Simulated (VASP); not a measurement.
For cubic MgO (space group Fm-3m), PBEsol GGA, VASP's PBE PAW potentials (set 64) run with VASP 6.6.1 gives ε∞ = 3.16, a static ε₀ = 9.97 and a transverse optical mode at 394 cm⁻¹.

Question: Estimate the longitudinal optical frequency at Γ.

Answer: By the Lyddane-Sachs-Teller relation, ω_LO = ω_TO √(ε₀/ε∞) = 394 × √(9.97/3.16) = 700 cm⁻¹.

The structure comes from a measured MgO entry (Fm-3m) of the Crystallography Open Database, whose conditions weren't checked. It was relaxed first.
